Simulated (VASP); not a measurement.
Energy against volume of GaAs (zinc blende). All values below come from PBEsol GGA, VASP's PBE PAW potentials (set 64) (plane waves; VASP). Run with 520 eV cut-off, 8×8×8 Γ-centred mesh, Gaussian smearing of 0.050 eV, potentials Ga_d As.

```json
[
 {"V (Å³/atom)": "21.335", "E (eV/atom)": "-4.52376"},
 {"V (Å³/atom)": "22.016", "E (eV/atom)": "-4.53901"},
 {"V (Å³/atom)": "22.697", "E (eV/atom)": "-4.54375"},
 {"V (Å³/atom)": "23.378", "E (eV/atom)": "-4.53962"}
]
```

Fit these four points and predict the energy of the run at 24.059 Å³/atom.

A cubic in V^(−2/3), the third-order Birch-Murnaghan form, passes through the four points with V0 = 22.70 Å³/atom and B0 = 69 GPa, and gives -4.5280 eV/atom there. The run gave -4.5281 eV/atom, -0.1 meV/atom from the fit; all five points give B0 = 69 GPa.

The compound is GaAs in the zinc blende structure. It was relaxed first.
